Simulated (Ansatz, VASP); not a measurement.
Two plane-wave programs on Zn4C

The input INCAR:

```
SYSTEM = Zn4C
ALGO = Normal
EDIFF = 1E-6
EDIFFG = -0.01
ENCUT = 600
GGA = PE
IBRION = 2
ISIF = 3
ISMEAR = 0
LASPH = .TRUE.
LCHARG = .FALSE.
LREAL = .FALSE.
LWAVE = .FALSE.
NELM = 100
NSW = 100
PREC = Accurate
SIGMA = 0.1
```

KPOINTS

```
k-points
0
G
  10 10 10
  0 0 0
```

File POSCAR:

```
Zn4C
1.0
    4.1997048894      0.0000000000      0.0000000000
    0.0000000000      4.1997048894      0.0000000000
    0.0000000000      0.0000000000      4.1997048894
Zn C
4 1
Direct
    0.2754175021      0.7245824979      0.7245824979
    0.7245824979      0.2754175021      0.7245824979
    0.7245824979      0.7245824979      0.2754175021
    0.2754175021      0.2754175021      0.2754175021
    0.0000000000      0.0000000000      0.0000000000
```

Input for Ansatz:

```yaml
crystal:
  lattice:
    - [4.1997048894, 0.0, 0.0]
    - [0.0, 4.1997048894, 0.0]
    - [0.0, 0.0, 4.1997048894]
  atoms:
    - { symbol: Zn, position: [0.2754175021, 0.7245824979, 0.7245824979] }
    - { symbol: Zn, position: [0.7245824979, 0.2754175021, 0.7245824979] }
    - { symbol: Zn, position: [0.7245824979, 0.7245824979, 0.2754175021] }
    - { symbol: Zn, position: [0.2754175021, 0.2754175021, 0.2754175021] }
    - { symbol: C, position: [0.0, 0.0, 0.0] }
basis:
  ecutwfc: 420
kpoints:
  mp_grid: { grid: [10, 10, 10] }
hamiltonian:
  xc: pbe
scf:
  occupations: { method: gaussian, width: 0.1 }
output:
  forces: true
  stress: true
  eigenvalues: true
relax:
  adjacent_minimum: "off"
  f_tol: 0.01
  max_steps: 80
  cell: { stress_tol: 0.05 }
```

Change from the starting cell: species swapped into the SnI4 type (P-43m, No. 215).

Alike in both runs: task relaxation of cell and atoms; functional PBE; k mesh 10 × 10 × 10; occupations gaussian, width 0.1 eV; no spin polarisation.

|  | VASP | Ansatz |
| --- | --- | --- |
| version | VASP 6.6.1 | Ansatz 0.2.0 |
| potentials or method | VASP PAW PBE potentials, release 64 (Zn, C) | scalar-relativistic, plane waves, PAW |
| plane-wave cutoff (eV) | 600 | 420 |
| valence electrons in the cell | 52 | 52 |

```tsv
	VASP	Ansatz	Ansatz less VASP
gap on the k mesh at the Fermi level, each at its own relaxed structure (eV)	none	none	-
relaxed volume (Å³/atom)	14.79	14.74	-0.053
relaxed cell length with the largest relative difference (Å)	4.197	4.192	-0.0050
```

A gap of «none» marks a metal or a gap that the smearing closes.
